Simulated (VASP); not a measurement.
Here is the system:

```
CELL_PARAMETERS angstrom
      0.00000     2.66693     2.66693
      2.66693     0.00000     2.66693
      2.66693     2.66693     0.00000
ATOMIC_POSITIONS crystal
  Mg 0.00000 0.00000 0.00000
  Se 0.50000 0.50000 0.50000
```

All values below come from HSE06 screened hybrid, VASP's PBE PAW potentials (set 64) (plane waves; VASP). Settings: 520 eV cut-off, 6×6×6 Γ-centred mesh, Gaussian smearing of 0.050 eV, potentials Mg Se.

Task: Estimate the energy per atom (σ→0), pressure, band gap (on the k-mesh) with the smallest direct gap where there is one.

Result: 
```
Item                                          Value
-----------------------------------  --------------
band gap (on the k-mesh)                    2.79 eV
smallest direct gap (on the k-mesh)         4.11 eV
energy per atom (σ→0)                -4.372 eV/atom
pressure                                   5.29 GPa
```

Total energies compare only between runs with the same potentials, cut-off and functional.

The compound is MgSe in the rock salt structure. This cell is one point of a volume scan, at 0.91 of the reference volume. The cell's shape comes from a PBE relaxation.
